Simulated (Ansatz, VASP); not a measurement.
Zr2PdO6: VASP beside Ansatz

The input INCAR:

```
  PREC = Accurate
  ENCUT = 600
  EDIFF = 1E-6
  ISMEAR = 0
  SIGMA = 0.1
  LREAL = False
  LASPH = True
  NELM = 80
  ALGO = Normal
  ISIF = 3
  LWAVE = False
  LCHARG = False
  GGA = PE
  IBRION = 2
  NSW = 90
  EDIFFG = -0.04
```

KPOINTS

```
regular mesh
0
Gamma
  4 4 4
```

POSCAR

```
Zr2PdO6
1.0
    0.0000000000      3.7193114200      3.7193114200
    3.7193114200      0.0000000000      3.7193114200
    3.7193114200      3.7193114200      0.0000000000
Zr Pd O
2 1 6
Direct
    0.2500000000      0.2500000000      0.2500000000
    0.7500000000      0.7500000000      0.7500000000
    0.0000000000      0.0000000000      0.0000000000
    0.7864571200      0.2135428800      0.2135428800
    0.2135428800      0.7864571200      0.7864571200
    0.2135428800      0.7864571200      0.2135428800
    0.7864571200      0.2135428800      0.7864571200
    0.2135428800      0.2135428800      0.7864571200
    0.7864571200      0.7864571200      0.2135428800
```

Input for Ansatz:

```yaml
crystal:
  lattice:
    - [0.0, 3.71931142, 3.71931142]
    - [3.71931142, 0.0, 3.71931142]
    - [3.71931142, 3.71931142, 0.0]
  atoms:
    - { symbol: Zr, position: [0.25, 0.25, 0.25] }
    - { symbol: Zr, position: [0.75, 0.75, 0.75] }
    - { symbol: Pd, position: [0.0, 0.0, 0.0] }
    - { symbol: O, position: [0.78645712, 0.21354288, 0.21354288] }
    - { symbol: O, position: [0.21354288, 0.78645712, 0.78645712] }
    - { symbol: O, position: [0.21354288, 0.78645712, 0.21354288] }
    - { symbol: O, position: [0.78645712, 0.21354288, 0.78645712] }
    - { symbol: O, position: [0.21354288, 0.21354288, 0.78645712] }
    - { symbol: O, position: [0.78645712, 0.78645712, 0.21354288] }
basis:
  ecutwfc: 420
kpoints:
  mp_grid: { grid: [4, 4, 4] }
hamiltonian:
  xc: pbe
scf:
  occupations: { method: gaussian, width: 0.1 }
  lower_state_search: "off"
output:
  forces: true
  stress: true
  eigenvalues: true
relax:
  adjacent_minimum: "off"
  f_tol: 0.04
  max_steps: 70
  cell: { stress_tol: 0.4 }
```

Alike in both runs: task relaxation of cell and atoms; functional PBE; k mesh 4 × 4 × 4; occupations gaussian, width 0.1 eV; no spin polarisation.

```csv
,VASP,Ansatz
version,VASP 6.6.1,Ansatz 0.2.0
potentials or method,"VASP PAW PBE potentials, release 64 (Zr_sv, Pd, O)","scalar-relativistic, plane waves, PAW"
plane-wave cutoff (eV),600,420
valence electrons in the cell,70,78
```

VASP gave:

```
gap on the k mesh at the Fermi level, each at its own relaxed structure (eV) : 0.19
relaxed volume (Å³/atom)                                                     : 10.60
relaxed cell length with the largest relative difference (Å)                 : 5.129
energy change over the relaxation (meV/atom)                                 : -1733
```

Q: Estimate Ansatz's values.

A: gap on the k mesh at the Fermi level, each at its own relaxed structure (eV): 0.19; relaxed volume (Å³/atom): 10.61; relaxed cell length with the largest relative difference (Å): 5.130; energy change over the relaxation (meV/atom): -1773.

The two sets of potentials don't hold the same shells in valence.
